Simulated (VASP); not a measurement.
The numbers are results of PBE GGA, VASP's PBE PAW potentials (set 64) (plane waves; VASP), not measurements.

Input for VASP

**INCAR**
```
! general
SYSTEM   =  Be2Ge
PREC     =  Accurate
ENCUT    =  300
LREAL    =  .FALSE.
LASPH    =  .TRUE.

! electronic loop
EDIFF    =  1E-6
NELM     =  100
ALGO     =  Normal
LMAXMIX  =  4

! smearing
ISMEAR   =  -1
SIGMA    =  0.05

! functional
GGA      =  PE

! ions
ISIF     =  2

! output
LWAVE    =  .FALSE.
LCHARG   =  .FALSE.
```

### KPOINTS
```
Automatic mesh
0
Gamma
6 6 3
0 0 0
```

POSCAR:
```
Be2Ge
1
    3.3816690000     0.0000000000     0.0000000000
   -1.6908350000     2.9286110000     0.0000000000
    0.0000000000     0.0000000000     5.4553340000
Ge Be
1 2
Direct
  0.0000000000   0.0000000000   0.0000000000
  0.3333330000   0.6666670000   0.2520000000
  0.6666670000   0.3333330000   0.7480000000
```

POTCAR, in this order: Ge_d Be (PBE.64 set). Program: vasp_std.

The run wrote:

### OUTCAR
```
 ion  position               nearest neighbor table
   1  0.000  0.000  0.000-   2 2.39   3 2.39   3 2.39   2 2.39   3 2.39   2 2.39
   2  0.333  0.667  0.252-   1 2.39   1 2.39   1 2.39
   3  0.667  0.333  0.748-   1 2.39   1 2.39   1 2.39
  LATTYP: Found a hexagonal cell.
 ALAT       =     3.3816690000
 C/A-ratio  =     1.6132075611
 Subroutine PRICEL returns:
 Original cell was already a primitive cell.
 Subroutine GETGRP returns: Found 12 space group operations
The static configuration has the point symmetry D_3d.
The dynamic configuration has the point symmetry D_3d.
 Subroutine INISYM returns: Found 12 space group operations
 Subroutine IBZKPT returns following result:
 Found     17 irreducible k-points:

 Following reciprocal coordinates:
            Coordinates               Weight
  0.000000  0.000000  0.000000      1.000000
  0.166667  0.000000  0.000000      6.000000
  0.333333  0.000000  0.000000      6.000000
  0.500000  0.000000  0.000000      3.000000
  0.166667  0.166667  0.000000      6.000000
  0.333333  0.166667  0.000000     12.000000
  0.333333  0.333333  0.000000      2.000000
...
```

**OSZICAR**
```
       N       E                     dE             d eps       ncg     rms          rms(c)
DAV:   1     0.688402819513E+02    0.68840E+02   -0.70651E+03   452   0.187E+03
DAV:   2    -0.162727969172E+01   -0.70468E+02   -0.68491E+02   457   0.348E+02
DAV:   3    -0.898772060585E+01   -0.73604E+01   -0.72702E+01   542   0.839E+01
DAV:   4    -0.915356913923E+01   -0.16585E+00   -0.16569E+00   522   0.140E+01
DAV:   5    -0.915653534054E+01   -0.29662E-02   -0.29661E-02   557   0.190E+00    0.288E+00
DAV:   6    -0.883210086851E+01    0.32443E+00   -0.57732E-01   517   0.297E+00    0.120E+00
DAV:   7    -0.882024528124E+01    0.11856E-01   -0.48017E-02   537   0.328E+00    0.703E-01
DAV:   8    -0.881772404515E+01    0.25212E-02   -0.21435E-02   532   0.204E+00    0.109E-01
DAV:   9    -0.881732181681E+01    0.40223E-03   -0.28874E-03   542   0.885E-01    0.538E-02
DAV:  10    -0.881735819155E+01   -0.36375E-04   -0.27500E-04   497   0.141E-01    0.216E-02
DAV:  11    -0.881734904762E+01    0.91439E-05   -0.29262E-05   557   0.594E-02    0.711E-03
DAV:  12    -0.881734917728E+01   -0.12966E-06   -0.64081E-06   527   0.216E-02
   1 F= -.88173492E+01 E0= -.88061614E+01  d E =-.223755E-01
```

File OUTCAR:
```
------------------------ aborting loop because EDIFF is reached ----------------------------------------
  FORCE on cell =-STRESS in cart. coord.  units (eV):
  Direction    XX          YY          ZZ          XY          YZ          ZX
  --------------------------------------------------------------------------------------
  Total       -2.3462783     -2.3462778     -2.3660083      0.0000004      0.0000000      0.0000000
  in kB      -69.5786454    -69.5786330    -70.1637382      0.0000119      0.0000000      0.0000000
  external PRESSURE =     -69.7736722 kB  Pullay stress =       0.0000000 kB
  volume of cell :       54.03
      direct lattice vectors                 reciprocal lattice vectors
     3.381669000  0.000000000  0.000000000     0.295711969  0.170729451  0.000000000
    -1.690835000  2.928611000  0.000000000     0.000000000  0.341458801  0.000000000
     0.000000000  0.000000000  5.455334000     0.000000000  0.000000000  0.183306833
 POSITION                                       TOTAL-FORCE (eV/Angst)
 -----------------------------------------------------------------------------------
      0.00000      0.00000      0.00000         0.000000      0.000000      0.000000
     -0.00000      1.95241      1.37474        -0.000000      0.000000      0.716663
      1.69084      0.97620      4.08059         0.000000     -0.000000     -0.716663
 -----------------------------------------------------------------------------------
    total drift:                               -0.000000      0.000000     -0.000000
  FREE ENERGIE OF THE ION-ELECTRON SYSTEM (eV)
  ---------------------------------------------------
  free  energy   TOTEN  =        -8.8173491773 eV

  energy  without entropy=       -8.7949736624  energy(sigma->0) =       -8.80616142
```
(Selected blocks of OUTCAR.)

At this cut-off the stress carries a Pulay error, which pulls relaxed volumes low.

The structure was generated: Be2Ge was put into an ordered model structure, which need not be its known phase. The cell was not relaxed at this level. The k-mesh is coarse (spacing up to 0.38 per Å, 2π included), so the numbers may not be converged in it.
